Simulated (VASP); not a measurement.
Crystal: RuS.

```
Ru S
1.0
     0.00000    2.54676    2.54676
     2.54676    0.00000    2.54676
     2.54676    2.54676    0.00000
Ru S
1 1
Cartesian
  2.5468 2.5468 2.5468
  0.0000 0.0000 0.0000
```

The cell comes from a database or a generator and needn't be the stable form of this composition.

Base run:

- Program: VASP 6.6.1
- Functional: r2SCAN
- Potentials or basis: VASP PAW PBE potentials, release 64 (Ru_pv, S)
- Cutoff: 520 eV
- k mesh: 6 × 6 × 6
- Occupations: gaussian, width 0.05 eV
- Spin: collinear spin, zero start
- Starting moments: [0.0, 0.0] μB
- Hubbard terms: Ru d U = 6 eV

Its results: band gap on the k mesh 1.25 eV, indirect (least direct gap 1.59 eV); pressure 2.1 GPa; net moment 0.00 μB per cell.

Question: The run is repeated on the same cell with these changes: spin from collinear spin, zero start to collinear spin, random start; moments at the start from [0.0, 0.0] to [-0.24, 0.0]. What comes out?

Answer: Band gap on the k mesh none (metal or under the smearing width); pressure 17.1 GPa; net moment -3.93 μB per cell; site moments Ru -3.50; S -0.31 μB.

Caveats: the PAW data sets were made with another functional, which shifts forces and pressure a little.

A k mesh can miss the band edges.
